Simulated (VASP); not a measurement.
Level of theory: PBEsol GGA with spin-orbit coupling, VASP's PBE PAW potentials (set 64) (plane waves; VASP 6.6.1).

The input files of a VASP run:

### POSCAR
```
Ni3Al
1
    3.5185715320     0.0000000000     0.0000000000
    0.0000000000     3.5185715320     0.0000000000
    0.0000000000     0.0000000000     3.5185715320
Al Ni
1 3
Direct
  0.0000000000   0.0000000000   0.0000000000
  0.0000000000   0.5000000000   0.5000000000
  0.5000000000   0.0000000000   0.5000000000
  0.5000000000   0.5000000000   0.0000000000
```

File KPOINTS_OPT:
```
k-points along high-symmetry lines
8
Line-mode
Reciprocal
  0.000000   0.000000   0.000000 ! GAMMA
  0.000000   0.500000   0.000000 ! X

  0.000000   0.500000   0.000000 ! X
  0.500000   0.500000   0.000000 ! M

  0.500000   0.500000   0.000000 ! M
  0.000000   0.000000   0.000000 ! GAMMA

  0.000000   0.000000   0.000000 ! GAMMA
  0.500000   0.500000   0.500000 ! R

  0.500000   0.500000   0.500000 ! R
  0.000000   0.500000   0.000000 ! X

  0.500000   0.500000   0.500000 ! R
  0.500000   0.500000   0.000000 ! M
```

File KPOINTS:
```
Automatic mesh
0
Gamma
8 8 8
0 0 0
```

**INCAR**
```
SIGMA  =  0.05
EDIFF  =  1E-6
NELM  =  100   ! most electronic steps
ISMEAR  =  0
LWAVE  =  .FALSE.
LORBIT  =  11   ! lm-projected
SYSTEM  =  Ni3Al
GGA  =  PS   ! PBEsol
GGA_COMPAT  =  .FALSE.
LSORBIT  =  .TRUE.
ALGO  =  Normal
MAGMOM  =  2*0 -0.0 2*0 0.2 2*0 0.2 2*0 0.2
LCHARG  =  .FALSE.
LASPH  =  .TRUE.
LREAL  =  .FALSE.
ENCUT  =  400   ! plane-wave cut-off (eV)
LMAXMIX  =  4
PREC  =  Accurate
```

POTCAR, in this order: Al Ni (PBE.64 set). Program: vasp_ncl.

**Question.** Predict the energy per atom (σ→0), band gap (over mesh and band path).

**Answer.** 
```
Quantity                                                              Result
----------------------------------  ----------------------------------------
energy per atom (σ→0)                                         -6.079 eV/atom
band gap (over mesh and band path)  none (metal, semimetal or under 0.01 eV)
```

OSZICAR:
```
...
DAV:  17    -0.243193098067E+02   -0.14818E-04   -0.18272E-04  7376   0.131E-01    0.109E-02
DAV:  18    -0.243192974298E+02    0.12377E-04   -0.16042E-04  7400   0.117E-01    0.470E-03
DAV:  19    -0.243192962538E+02    0.11760E-05   -0.51696E-05  7520   0.678E-02    0.324E-03
DAV:  20    -0.243192956429E+02    0.61086E-06   -0.24418E-05  7520   0.434E-02    0.265E-03
DAV:  21    -0.243192952431E+02    0.39986E-06   -0.17282E-05  7448   0.338E-02    0.207E-03
DAV:  22    -0.243192949149E+02    0.32818E-06   -0.91681E-06  7456   0.252E-02
   1 F= -.24319295E+02 E0= -.24316489E+02  d E =-.561263E-02  mag=    -0.0000     0.0000     0.6660
       N       E                     dE             ncg
```

The compound is Ni3Al in the L1_2 structure. It was relaxed first.
